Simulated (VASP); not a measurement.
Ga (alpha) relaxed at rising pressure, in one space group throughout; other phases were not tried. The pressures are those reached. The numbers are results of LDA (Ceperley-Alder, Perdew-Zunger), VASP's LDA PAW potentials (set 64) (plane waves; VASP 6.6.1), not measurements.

```tsv
P (GPa)	V (Å³/atom)	k-mesh
0.06	18.382	8×8×7
5.09	17.250	8×8×7
10.14	16.416	8×8×7
20.01	15.270	9×9×7
30.02	14.419	9×9×8
```

A change of mesh leaves a small step in the series.

Q: Fit an equation of state and predict the volume at 45.00 GPa.

A: Least squares on the third-order Birch-Murnaghan form, P = (3B0/2)(y⁷ − y⁵)[1 + (3/4)(B′ − 4)(y² − 1)] with y = (V0/V)^(1/3), gives V0 = 18.393 Å³/atom, B0 = 68 GPa and B′ = 4.9, and so 13.497 Å³/atom. The run gave 13.483 Å³/atom, -0.1 % from the fit.

Pressures at which the relaxation failed are left out.

The compound is Ga in the alpha structure.
